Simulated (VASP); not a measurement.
Crystal: ZnRe2.

```
Zn Re
1.0
     0.00000    2.89556    2.89556
     2.89556    0.00000    2.89556
     2.89556    2.89556    0.00000
Zn Re
1 2
Direct
  0.00000 0.00000 0.00000
  0.75000 0.75000 0.75000
  0.25000 0.25000 0.25000
```

The cell was built by a generator and needn't be a form met in nature.

Base run:

| Item | Value |
| --- | --- |
| Program | VASP 6.6.1 |
| Functional | BLYP |
| Potentials or basis | VASP PAW PBE potentials, release 64 (Zn, Re) |
| Cutoff | 520 eV |
| k mesh | 8 × 8 × 8 |
| Occupations | fermi-dirac, width 0.05 eV |
| Spin | no spin polarisation |

Its results: pressure 10.8 GPa.

Task: The run is repeated on the same cell with these changes: functional from BLYP to PBE. What comes out?

Result: Pressure 0.3 GPa.

PBE binds more tightly than BLYP, so the same cell stands under less pressure.

Caveats: the PAW data sets were made with another functional, which shifts forces and pressure a little (some runs).

Not every run made on this cell is shown here.
